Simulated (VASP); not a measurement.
Consider the following.

```yaml
crystal:
  lattice:
    - [2.96820, 0.00000, 0.00000]
    - [0.00000, 2.96820, 0.00000]
    - [0.00000, 0.00000, 2.96820]
  atoms:
    - { symbol: Al, position: [0.50000, 0.50000, 0.50000] }
    - { symbol: Fe, position: [0.00000, 0.00000, 0.00000] }
```

All values below come from PBE GGA, VASP's PBE PAW potentials (set 64) (plane waves; VASP). Run with 400 eV cut-off, 9×9×9 Γ-centred mesh, first-order Methfessel-Paxton smearing of 0.10 eV, potentials Al Fe.

Question: Give the stress tensor in GPa (positive for a compressed cell).

Answer: 
```
-15.21    0.00    0.00
  0.00  -15.21    0.00
  0.00    0.00  -15.21
```
The pressure is its mean diagonal, -15.21 GPa.

The compound is FeAl in the CsCl type structure. The cell was not relaxed at this level. The run is not spin-polarised, so no magnetic state was tried. The electron count is odd and the run is not spin-polarised, which forces a metal.
